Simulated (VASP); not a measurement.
Consider the following.

```yaml
crystal:
  lattice:
    - [2.87242, 0.00000, 0.00000]
    - [0.00000, 2.87242, 0.00000]
    - [0.00000, 0.00000, 2.87242]
  atoms:
    - { symbol: Al, position: [0.50000, 0.50000, 0.50000] }
    - { symbol: Co, position: [0.00000, 0.00000, 0.00000] }
```

Method: RPBE GGA, VASP's PBE PAW potentials (set 64) (plane waves; VASP). Numerical set-up: 520 eV cut-off, 14×14×14 Γ-centred mesh, tetrahedra with Blöchl corrections, potentials Al Co.

Q: What does the run give for the energy per atom (σ→0), band gap (on the k-mesh) with the smallest direct gap where there is one?

A: 
| Quantity | Value |
|---|---|
| band gap (on the k-mesh) | none (metal, semimetal or under 0.01 eV) |
| energy per atom (σ→0) | -5.585 eV/atom |

The compound is CoAl in the CsCl type structure. It was relaxed first. The run is not spin-polarised, so no magnetic state was tried.
